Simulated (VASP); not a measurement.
# Ba$_{2}$NF (space group R-3m): computed properties

All values below come from LDA (Ceperley-Alder, Perdew-Zunger), VASP's LDA PAW potentials (set 64) (plane waves; VASP).

```
Item                                                                                                   Result
-----------------------------------------------  ------------------------------------------------------------
space group                                                                                        R-3m (166)
cell                                             a = b = 3.9385 Å, c = 19.5432 Å, α = β = 90.00°, γ = 120.00°
volume per atom                                                                                21.88 Å^3/atom
band gap (over mesh and band path)                                                                    0.74 eV
smallest direct gap (over mesh and band path)                                                         0.74 eV
band-edge character without spin-orbit coupling                                                direct, F to F
band gap with spin-orbit coupling                                                                     0.71 eV
density                                                                                            5.84 g/cm³
```

```
CELL_PARAMETERS angstrom
      1.96926     1.13695     6.51439
     -1.96926     1.13695     6.51439
      0.00000    -2.27391     6.51439
ATOMIC_POSITIONS crystal
  Ba 0.75650 0.75650 0.75650
  Ba 0.24350 0.24350 0.24350
  N  0.50000 0.50000 0.50000
  F  0.00000 0.00000 0.00000
```

Unless said otherwise, spin-orbit coupling is left out, though it shifts the bands of the heavy elements here.

The structure comes from a computed database's Ba2NF entry (R-3m); how it stands against other phases isn't given here. It was relaxed first, which changed the volume by -6 %. Symmetry was kept, so distortions that lower it aren't found.
